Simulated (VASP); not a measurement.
Energy against volume of Cd (hcp). Method: optB88-vdW, VASP's PBE PAW potentials (set 64) (plane waves; VASP 6.6.1). Run with 520 eV cut-off, 14×14×6 Γ-centred mesh, first-order Methfessel-Paxton smearing of 0.10 eV, potentials Cd.

Shape and ions are relaxed at each volume.

```tsv
V (Å³/atom)	E (eV/atom)
22.266	2.52730
22.955	2.52386
23.643	2.52585
24.332	2.53202
```

Task: Fit these four points and predict the energy of the run at 21.577 Å³/atom.

Result: A cubic in V^(−2/3), the third-order Birch-Murnaghan form, passes through the four points with V0 = 23.02 Å³/atom and B0 = 41 GPa, and gives 2.5377 eV/atom there. The run gave 2.5372 eV/atom, -0.6 meV/atom from the fit; all five points give B0 = 40 GPa.

The compound is Cd in the hcp structure. It was relaxed first, which changed the volume by +7 %.
